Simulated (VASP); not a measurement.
Input for VASP

### INCAR
```
# general
SYSTEM   =  SrO
PREC     =  Accurate
ENCUT    =  520   # plane-wave cut-off (eV)
LREAL    =  F   # projection in real space or not
LASPH    =  T   # aspherical one-centre terms

# electronic loop
EDIFF    =  1E-7   # SCF stop (eV)
NELM     =  100
ALGO     =  Normal   # blocked Davidson
LMAXMIX  =  4   # l cut-off of mixed one-centre charges

# smearing
ISMEAR   =  0
SIGMA    =  0.05   # width (eV)

# functional
GGA      =  PE   # PBE
IVDW     =  13   # D4

# ions
ISIF     =  2   # forces and stress, cell fixed

# output
LWAVE    =  F
LCHARG   =  F
```

POSCAR:
```
SrO
1
    0.0000000000     2.5331463976     2.5331463976
    2.5331463976     0.0000000000     2.5331463976
    2.5331463976     2.5331463976     0.0000000000
Sr O
1 1
Direct
  0.0000000000   0.0000000000   0.0000000000
  0.5000000000   0.5000000000   0.5000000000
```

### KPOINTS
```
Regular mesh
0
G
9 9 9
```

POTCAR, in this order: Sr_sv O (PBE.64 set). Program: vasp_std.

Task: Translate this PBE-D4 calculation to Ansatz.

Result: One equivalent input (not run):
Ansatz 0.2 input:
```yaml
crystal:
  lattice:
    - [0.0000000, 2.5331464, 2.5331464]
    - [2.5331464, 0.0000000, 2.5331464]
    - [2.5331464, 2.5331464, 0.0000000]
  atoms:
    - { symbol: Sr, position: [0.0000000, 0.0000000, 0.0000000] }
    - { symbol: O, position: [0.5000000, 0.5000000, 0.5000000] }
kpoints:
  mp_grid: { grid: [9, 9, 9] }
hamiltonian:
  xc: pbe
  dispersion: d4
  pseudopotentials: { kind: paw }
scf:
  occupations: { method: gaussian, width: 0.05 }
  max_iter: 100
output: { forces: true, stress: true, eigenvalues: true }
```
What does not carry over: each code has its own PAW files, so the cut-off isn't converted (ENCUT is set for VASP's; basis.ecutwfc is left out, and Ansatz then takes the one that its files recommend); Ansatz stops its SCF on the density residual and VASP on the energy change (EDIFF).

The compound is SrO in the rock salt structure. This cell is one point of a volume scan, at 0.94 of the reference volume.
